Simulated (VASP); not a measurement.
Given:

```
SmB2
1.0
   -1.74316     1.74316     3.09943
    1.74316    -1.74316     3.09943
    1.74316     1.74316    -3.09943
Sm B
1 2
Cartesian
  0.00000   0.00000   0.00000
  0.00000   0.00000   2.32331
  0.00000   0.00000   3.87555
```

All values below come from PBEsol GGA, VASP's PBE PAW potentials (set 64) (plane waves; VASP). Numerical set-up: 600 eV cut-off, 10×10×10 Γ-centred mesh, first-order Methfessel-Paxton smearing of 0.10 eV, potentials Sm_3 B.

The 4f electrons are frozen in the core of the lanthanide potential, so 4f levels, which can set the real gap, and their magnetism are missing.

Predict the energy per atom (σ→0), pressure, band gap (on the k-mesh) with the smallest direct gap where there is one.

| Property | Value |
|---|---|
| band gap (on the k-mesh) | none (metal, semimetal or under 0.01 eV) |
| energy per atom (σ→0) | -5.667 eV/atom |
| pressure | 29.98 GPa |

Total energies compare only between runs with the same potentials, cut-off and functional.

The structure was generated: SmB2 was put into the MoSi2 type (I4/mmm), which need not be its known phase. It was relaxed first under an external pressure of 30 GPa. The electron count is odd and the run is not spin-polarised, which forces a metal.
